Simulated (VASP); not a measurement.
The input files of a VASP run:

**INCAR**
```
SYSTEM = NiSb
PREC = Accurate
ENCUT = 520
EDIFF = 1E-6
NELM = 100
ALGO = Normal
LREAL = .FALSE.
LASPH = .TRUE.
ISMEAR = 1
SIGMA = 0.1
GGA = ML
ZAB_VDW = -1.8867
LUSE_VDW = .TRUE.
AGGAC = 0.0
LMAXMIX = 4
LWAVE = .FALSE.
LCHARG = .FALSE.
IBRION = 2
ISIF = 3
NSW = 60
EDIFFG = -0.02
```

File KPOINTS:
```
Automatic
0
G
 8 8 5
```

**POSCAR**
```
NiSb
1
    2.0547320671    -3.5589005212     0.0000000000
    2.0547320671     3.5589005212    -0.0000000000
   -0.0000000000    -0.0000000000     5.4105541749
Ni Sb
2 2
Direct
  0.0000000000   1.0000000000   0.5000000000
  0.0000000000   1.0000000000   0.0000000000
  0.3333330000   0.6666670000   0.2500000000
  0.6666670000   0.3333330000   0.7500000000
```

POTCAR, in this order: Ni Sb (PBE.64 set). Program: vasp_std.

**Question.** Translate this vdW-DF2 calculation to Quantum ESPRESSO's pw.x.

**Answer.** One equivalent input (not run):
```
&CONTROL
  calculation = 'vc-relax'
  pseudo_dir = './pseudo'
  outdir = './out'
  tprnfor = .true.
  tstress = .true.
  nstep = 60
  forc_conv_thr = 0.00078
/
&SYSTEM
  ibrav = 0
  nat = 4
  ntyp = 2
  ecutwfc = 98
  occupations = 'smearing'
  smearing = 'methfessel-paxton'
  degauss = 0.00735
  input_dft = 'vdw-df2'
/
&ELECTRONS
  conv_thr = 7.3e-08
  electron_maxstep = 100
/
&IONS
/
&CELL
/
ATOMIC_SPECIES
  Ni 58.693 Ni.upf
  Sb 121.760 Sb.upf
CELL_PARAMETERS angstrom
     2.0547321   -3.5589005    0.0000000
     2.0547321    3.5589005   -0.0000000
    -0.0000000   -0.0000000    5.4105542
ATOMIC_POSITIONS crystal
  Ni   0.0000000  1.0000000  0.5000000
  Ni   0.0000000  1.0000000  0.0000000
  Sb   0.3333330  0.6666670  0.2500000
  Sb   0.6666670  0.3333330  0.7500000
K_POINTS automatic
  8 8 5 0 0 0
```
The two are equivalent in intent, not identical: the potentials are each code's own (VASP's PAW set, PseudoDojo norm-conserving files in pw.x), so ENCUT and ecutwfc are chosen apart and not converted; conv_thr bounds pw.x's estimated SCF error, while EDIFF bounds the energy change between steps; forc_conv_thr acts on force components and is met together with etot_conv_thr.

The compound is NiSb in the NiAs type structure. It was relaxed first, which changed the volume by +15 %. The start is the result of an earlier pass.
